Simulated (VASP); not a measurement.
Wanted: the native input for a VASP 6.6.1 run.

```yaml
Task: relaxation of cell and atoms
Functional: PBE
Potentials_or_basis: VASP PAW PBE potentials, release 64 (Ga_d, Sb)
Cutoff: 520 eV
k_mesh: 4 × 4 × 4
Occupations: gaussian, width 0.02 eV
Spin: no spin polarisation
Further_INCAR_settings: ALGO = Normal; EDIFF = 1e-07; IBRION = 2; EDIFFG = -0.002; NSW = 80; ISIF = 3
```

The structure of GaSb lies in POSCAR:

```
GaSb
1.0
    0.0000000000      3.0590000000      3.0590000000
    3.0590000000      0.0000000000      3.0590000000
    3.0590000000      3.0590000000      0.0000000000
Ga Sb
1 1
Direct
    0.0000000000      0.0000000000      0.0000000000
    0.2500000000      0.2500000000      0.2500000000
```

These files were run (other wordings do the same):

INCAR

```
SYSTEM = GaSb
  PREC = Accurate
  ENCUT = 520
  EDIFF = 1E-7
  ISMEAR = 0
  SIGMA = 0.02
  LREAL = .False.
  LASPH = .True.
  NELM = 60
  ALGO = Normal
  ISIF = 3
  LWAVE = .False.
  LCHARG = .False.
  GGA = PE
  IBRION = 2
  NSW = 80
  EDIFFG = -0.002
```

KPOINTS

```
regular mesh
0
Gamma
  4 4 4
  0 0 0
```

Potentials or basis: VASP PAW PBE potentials, release 64 (Ga_d, Sb).

Command:

```bash
$ cat potpaw_PBE.64/Ga_d/POTCAR potpaw_PBE.64/Sb/POTCAR > POTCAR
$ mpirun -np 1 vasp_std > vasp.out
```

It gave:

- Relaxed volume: 30.47 Å³/atom
- Relaxed cell: a = 4.417 Å, b = 4.417 Å, c = 4.417 Å, α = 60.00°, β = 60.00°, γ = 60.00°
- Space group after relaxing (to 0.05 Å): F-43m (No. 216)
- Energy gained by relaxing: 17.1 meV/atom
- Ionic steps: 18
- Pressure after relaxing: 0.0 GPa
- Band gap on the k mesh: none (metal or under the smearing width)

Caveat: the k mesh is coarse (spacing up to 0.44 Å⁻¹), so the values aren't converged; this crystal is a semiconductor, whose small gap the functional closes, so the metal is an error of the method.

Wall time 50 s on 1 thread of Intel(R) Xeon(R) Platinum 8259CL CPU @ 2.50GHz (Skylake/Cascade Lake) (shared host), peak memory 0.18 GiB.
